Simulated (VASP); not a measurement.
Data:

```yaml
crystal:
  lattice:
    - [3.56925, 0.00000, 0.00000]
    - [-1.78463, 3.09106, 0.00000]
    - [0.00000, 0.00000, 5.81808]
  atoms:
    - { symbol: Zn, position: [0.00000, 0.00000, 0.00000] }
    - { symbol: Zn, position: [0.00000, 0.00000, 0.50000] }
    - { symbol: S, position: [0.33333, 0.66667, 0.25000] }
    - { symbol: S, position: [0.66667, 0.33333, 0.75000] }
```

Calculation: PBEsol GGA, VASP's PBE PAW potentials (set 64) (plane waves; VASP 6.6.1). Settings: 500 eV cut-off, 7×7×4 Γ-centred mesh, Gaussian smearing of 0.050 eV, potentials Zn S.

Task: Predict the energy per atom (σ→0).

Result: 
```json
{
 "energy per atom (σ→0)": "-3.499 eV/atom"
}
```

The structure was generated: ZnS was put into the NiAs type type (P6_3/mmc), which need not be its known phase. It was relaxed first, which changed the volume by +13 %.
